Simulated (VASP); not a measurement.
Input:

```yaml
crystal:
  lattice:
    - [0.00000, 2.26823, 2.26823]
    - [2.26823, 0.00000, 2.26823]
    - [2.26823, 2.26823, 0.00000]
  atoms:
    - { symbol: Hf, position: [0.00000, 0.00000, 0.00000] }
    - { symbol: C, position: [0.50000, 0.50000, 0.50000] }
```

These are PBE GGA, VASP's PBE PAW potentials (set 64) (plane waves; VASP 6.6.1) values and carry that method's errors. Numerical set-up: 600 eV cut-off, 12×12×12 Γ-centred mesh, first-order Methfessel-Paxton smearing of 0.10 eV, potentials Hf_pv C.

Unless said otherwise, spin-orbit coupling is left out, though it shifts the bands of the heavy elements here.

Q: What does the run give for the energy per atom (σ→0), pressure, band gap (on the k-mesh) with the smallest direct gap where there is one?

A: 
```json
{
  "band gap (on the k-mesh)": "none (metal, semimetal or under 0.01 eV)",
  "energy per atom (σ→0)": "-10.471 eV/atom",
  "pressure": "20.04 GPa"
}
```

Only differences to runs with the same potentials and settings are physical.

The compound is HfC in the rock salt structure. It was relaxed first under an external pressure of 20 GPa.
